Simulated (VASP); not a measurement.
Computed with PBEsol GGA, VASP's PBE PAW potentials (set 64) (plane waves; VASP).

VASP input:

File KPOINTS:
```
Automatic mesh
0
Gamma
5 5 5
0 0 0
```

**POSCAR**
```
Se
1
    5.3539948413     3.0911304589     1.5367466519
   -5.3539952402     3.0911297680     1.5367466519
    0.0000003989    -6.1822611253     1.5367465548
Se
6
Direct
  0.8332688120   0.6995582508   0.0918616154
  0.1667311880   0.3004417492   0.9081383846
  0.0918616153   0.8332688119   0.6995582506
  0.9081383847   0.1667311881   0.3004417494
  0.6995582507   0.0918616153   0.8332688119
  0.3004417493   0.9081383847   0.1667311881
```

INCAR:
```
ENCUT  =  400
NELM  =  100
SYSTEM  =  Se
LASPH  =  .TRUE.   ! aspherical one-centre terms
NSW  =  60
SIGMA  =  0.05   ! width (eV)
ISIF  =  3   ! ions, shape and volume
PREC  =  Accurate
ALGO  =  Normal   ! blocked Davidson
LREAL  =  .FALSE.
LWAVE  =  .FALSE.
EDIFF  =  1E-6
EDIFFG  =  -0.02   ! ionic stop
LMAXMIX  =  4   ! l cut-off of mixed one-centre charges
IBRION  =  2
LCHARG  =  .FALSE.
ISMEAR  =  0
GGA  =  PS
```

POTCAR, in this order: Se (PBE.64 set). Program: vasp_std.

The run wrote:

OUTCAR:
```
 ion  position               nearest neighbor table
   1  0.833  0.700  0.092-   6 2.43   4 2.43
   2  0.167  0.300  0.908-   5 2.43   3 2.43
   3  0.092  0.833  0.700-   2 2.43   6 2.43
   4  0.908  0.167  0.300-   1 2.43   5 2.43
   5  0.700  0.092  0.833-   2 2.43   4 2.43
   6  0.300  0.908  0.167-   1 2.43   3 2.43
  LATTYP: Found a trigonal (rhomboedric) cell.
 ALAT       =     6.3703957958
 COS(alpha) =    -0.4127102641
 Subroutine PRICEL returns:
 Original cell was already a primitive cell.
 Subroutine GETGRP returns: Found  6 space group operations
The static configuration has the point symmetry S_6 .
The dynamic configuration has the point symmetry S_6 .
 Subroutine INISYM returns: Found  6 space group operations
 Subroutine IBZKPT returns following result:
 Found     23 irreducible k-points:

 Following reciprocal coordinates:
            Coordinates               Weight
  0.000000  0.000000  0.000000      1.000000
  0.200000  0.000000  0.000000      6.000000
  0.400000  0.000000  0.000000      6.000000
  0.200000  0.200000  0.000000      6.000000
  0.400000  0.200000  0.000000      6.000000
 -0.400000  0.000000 -0.200000      6.000000
 -0.400000  0.200000  0.000000      6.000000
  0.400000  0.000000 -0.200000      6.000000
 -0.200000  0.200000 -0.000000      6.000000
  0.400000  0.400000 -0.000000      6.000000
 -0.400000  0.400000 -0.000000      6.000000
  0.200000  0.200000  0.200000      2.000000
  0.400000  0.200000  0.200000      6.000000
 -0.400000  0.200000  0.200000      6.000000
 -0.200000  0.200000  0.200000      6.000000
  0.400000  0.400000  0.200000      6.000000
 -0.400000  0.400000  0.200000      6.000000
  0.400000 -0.200000 -0.400000      6.000000
 -0.200000  0.400000  0.200000      6.000000
...
```

OSZICAR:
```
       N       E                     dE             d eps       ncg     rms          rms(c)
DAV:   1     0.187001472977E+03    0.18700E+03   -0.13121E+04  1012   0.113E+03
DAV:   2    -0.765147697273E+01   -0.19465E+03   -0.19105E+03  1384   0.205E+02
DAV:   3    -0.228345718461E+02   -0.15183E+02   -0.15094E+02  1240   0.636E+01
DAV:   4    -0.231021122876E+02   -0.26754E+00   -0.26639E+00  1362   0.896E+00
DAV:   5    -0.231069176024E+02   -0.48053E-02   -0.48007E-02  1362   0.104E+00    0.978E+00
DAV:   6    -0.229668818258E+02    0.14004E+00   -0.86668E-02  1228   0.162E+00    0.595E+00
DAV:   7    -0.229116763424E+02    0.55205E-01   -0.17190E-01  1350   0.224E+00    0.262E-01
DAV:   8    -0.229107003005E+02    0.97604E-03   -0.16841E-02  1198   0.740E-01    0.128E-01
DAV:   9    -0.229108022180E+02   -0.10192E-03   -0.63410E-04  1356   0.133E-01    0.385E-02
DAV:  10    -0.229108095254E+02   -0.73074E-05   -0.59823E-05  1312   0.425E-02    0.848E-03
DAV:  11    -0.229108113825E+02   -0.18571E-05   -0.57234E-06  1278   0.136E-02    0.512E-03
DAV:  12    -0.229108117354E+02   -0.35292E-06   -0.89921E-07   848   0.561E-03
   1 F= -.22910812E+02 E0= -.22910812E+02  d E =-.229108E+02
       N       E                     dE             d eps       ncg     rms          rms(c)
DAV:   1    -0.229111771637E+02   -0.36578E-03   -0.17810E-02  1060   0.665E-01    0.757E-02
DAV:   2    -0.229111665343E+02    0.10629E-04   -0.93571E-04  1264   0.164E-01    0.312E-02
DAV:   3    -0.229111348190E+02    0.31715E-04   -0.56033E-05  1256   0.374E-02    0.158E-02
DAV:   4    -0.229111284725E+02    0.63465E-05   -0.21525E-05  1260   0.223E-02    0.477E-03
DAV:   5    -0.229111285270E+02   -0.54442E-07   -0.11588E-06   806   0.610E-03
   2 F= -.22911129E+02 E0= -.22911129E+02  d E =-.316792E-03
       N       E                     dE             d eps       ncg     rms          rms(c)
DAV:   1    -0.229121868471E+02   -0.10584E-02   -0.16081E-01  1012   0.200E+00    0.227E-01
DAV:   2    -0.229121113640E+02    0.75483E-04   -0.85456E-03  1198   0.495E-01    0.931E-02
DAV:   3    -0.229118290484E+02    0.28232E-03   -0.50899E-04  1218   0.113E-01    0.472E-02
DAV:   4    -0.229117739351E+02    0.55113E-04   -0.19324E-04  1218   0.668E-02    0.144E-02
DAV:   5    -0.229117746693E+02   -0.73422E-06   -0.12232E-05  1390   0.183E-02    0.540E-03
DAV:   6    -0.229117747747E+02   -0.10537E-06   -0.93403E-07   836   0.538E-03
   3 F= -.22911775E+02 E0= -.22911775E+02  d E =-.963039E-03
```

### OUTCAR
```
------------------------ aborting loop because EDIFF is reached ----------------------------------------
  FORCE on cell =-STRESS in cart. coord.  units (eV):
  Direction    XX          YY          ZZ          XY          YZ          ZX
  --------------------------------------------------------------------------------------
  Total       -0.0895761     -0.0895761     -0.0751081     -0.0000008      0.0000000      0.0000000
  in kB       -0.9434216     -0.9434216     -0.7910437     -0.0000084      0.0000001      0.0000000
  external PRESSURE =      -0.8926290 kB  Pullay stress =       0.0000000 kB
  volume of cell :      152.12
      direct lattice vectors                 reciprocal lattice vectors
     5.354053648  3.091164599  1.531936133     0.093387175  0.053917121  0.217589591
    -5.354054209  3.091163627  1.531936133    -0.093387185  0.053917104  0.217589591
     0.000000561 -6.182329122  1.531936031     0.000000010 -0.107834232  0.217589560
 POSITION                                       TOTAL-FORCE (eV/Angst)
 -----------------------------------------------------------------------------------
      0.71954      4.16588      2.48754         0.011546     -0.001114     -0.004324
     -0.71954     -4.16588      2.10827        -0.011546      0.001114      0.004324
     -3.96753     -1.45980      2.48754        -0.004808      0.010557     -0.004324
      3.96753      1.45980      2.10827         0.004808     -0.010557      0.004324
      3.24799     -2.70608      2.48754        -0.006738     -0.009442     -0.004324
     -3.24799      2.70608      2.10827         0.006738      0.009442      0.004324
 -----------------------------------------------------------------------------------
    total drift:                               -0.000000     -0.000000      0.000000
  FREE ENERGIE OF THE ION-ELECTRON SYSTEM (eV)
  ---------------------------------------------------
  free  energy   TOTEN  =       -22.9117747747 eV

  energy  without entropy=      -22.9117747747  energy(sigma->0) =      -22.91177477

 reached required accuracy - stopping structural energy minimisation
```
(Selected blocks of OUTCAR.)

File CONTCAR:
```
Se
   1.00000000000000
     5.3540536480854479    3.0911645990522274    1.5319361334016537
    -5.3540542090245511    3.0911636274922367    1.5319361334016501
     0.0000005609391257   -6.1823291221415291    1.5319360309476902
  Se
     6
Direct
     0.8330701241062097    0.6986791454326430    0.0920380858223915
     0.1669298758937903    0.3013208545673570    0.9079619141776085
     0.0920380857221596    0.8330701240059780    0.6986791452324095
     0.9079619142778405    0.1669298759940220    0.3013208547675905
     0.6986791453325595    0.0920380857223078    0.8330701240061263
     0.3013208546674405    0.9079619142776922    0.1669298759938737
```

File OUTCAR:
```
 val. band max:        2.9680187660   @ k =   0.4000   0.0000   0.0000

 cond. band min:       3.9558631204   @ k =  -0.2000   0.2000   0.2000


 Fermi energy:         3.2438711863

 k-point     1 :       0.0000    0.0000    0.0000
  band No.  band energies     occupation
      1     -12.8390      2.00000
      2     -10.6002      2.00000
      3     -10.6002      2.00000
      4      -8.9460      2.00000
      5      -8.9460      2.00000
      6      -8.0169      2.00000
      7      -2.8877      2.00000
      8      -1.8461      2.00000
      9      -1.8461      2.00000
     10      -1.5908      2.00000
     11      -0.1398      2.00000
     12      -0.1398      2.00000
     13       1.1472      2.00000
     14       1.3936      2.00000
     15       1.9663      2.00000
     16       1.9663      2.00000
     17       2.4731      2.00000
     18       2.4731      2.00000
     19       5.0660      0.00000
     20       5.0660      0.00000
     21       5.3394      0.00000
     22       5.4854      0.00000

 k-point     2 :       0.2000    0.0000    0.0000
  band No.  band energies     occupation
      1     -12.6833      2.00000
      2     -10.8132      2.00000
      3     -10.6528      2.00000
      4      -9.0646      2.00000
      5      -8.7168      2.00000
      6      -7.9212      2.00000
      7      -2.8334      2.00000
      8      -2.3262      2.00000
      9      -1.9837      2.00000
     10      -1.6288      2.00000
     11      -0.4036      2.00000
     12       0.1554      2.00000
     13       0.6548      2.00000
     14       1.7543      2.00000
     15       1.9223      2.00000
     16       2.0685      2.00000
     17       2.6960      2.00000
     18       2.7388      2.00000
     19       4.1634      0.00000
     20       4.8616      0.00000
     21       5.0016      0.00000
     22       5.6465      0.00000

 k-point     3 :       0.4000    0.0000    0.0000
  band No.  band energies     occupation
      1     -12.3383      2.00000
...
```

The structure comes from a computed database's Se entry (R-3); how it stands against other phases isn't given here. This run relaxes it. Symmetry was kept, so distortions that lower it aren't found. The start is the result of an earlier pass.
